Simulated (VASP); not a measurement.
The system is CuI.

```
Cu I
1.0
     0.00000    3.03150    3.03150
     3.03150    0.00000    3.03150
     3.03150    3.03150    0.00000
Cu I
1 1
Direct
  0.75000 0.75000 0.75000
  0.00000 0.00000 0.00000
```

Program: VASP 6.6.1. Alike in all runs: task single point; potentials or basis VASP PAW PBE potentials, release 64 (Cu, I); no spin polarisation; cell as given; cutoff (eV) 520; smearing fermi-dirac 0.05 eV.

Order these runs on this cell by their band gap on the k mesh, lowest first.
A. level HSE06; k mesh 6 × 6 × 6; grid for exact exchange (PRECFOCK) Fast; screening parameter 0.2 1/A
B. level r2SCAN; k mesh 8 × 8 × 8
C. level TB-mBJ; k mesh 8 × 8 × 8
D. level PBE; k mesh 8 × 8 × 8

D (1.14 eV), B (1.62 eV), C (2.19 eV), A (2.60 eV).

Caveats: spin-orbit coupling is left out, which moves the levels of the heavy elements.

A k mesh can miss the band edges.

Not every run made on this cell is shown here.
